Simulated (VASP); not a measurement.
```
PbO
1.0
    4.05960     0.00000     0.00000
    0.00000     4.05960     0.00000
    0.00000     0.00000     5.12040
Pb O
2 2
Direct
  0.50000   0.00000   0.76500
  0.00000   0.50000   0.23500
  0.50000   0.50000   0.00000
  0.00000   0.00000   0.00000
```

All values below come from PBEsol GGA, VASP's PBE PAW potentials (set 64) (plane waves; VASP). Run with 520 eV cut-off, 5×5×4 Γ-centred mesh, Gaussian smearing of 0.050 eV, potentials Pb_d O.

Give the force on each atom (eV/Å).

```tsv
atom	Fx	Fy	Fz
Pb1	0.000	0.000	0.612
Pb2	0.000	0.000	-0.612
O3	0.000	0.000	0.000
O4	0.000	0.000	0.000
```

Give the stress tensor in GPa (positive for a compressed cell).

```
-3.94   0.00   0.00
 0.00  -3.94   0.00
 0.00   0.00  -3.16
```
The pressure is its mean diagonal, -3.68 GPa.

The compound is PbO in the litharge structure. The cell was not relaxed at this level. The run is one of a series of settings (GGA = PS against the base run), some of them coarse on purpose.
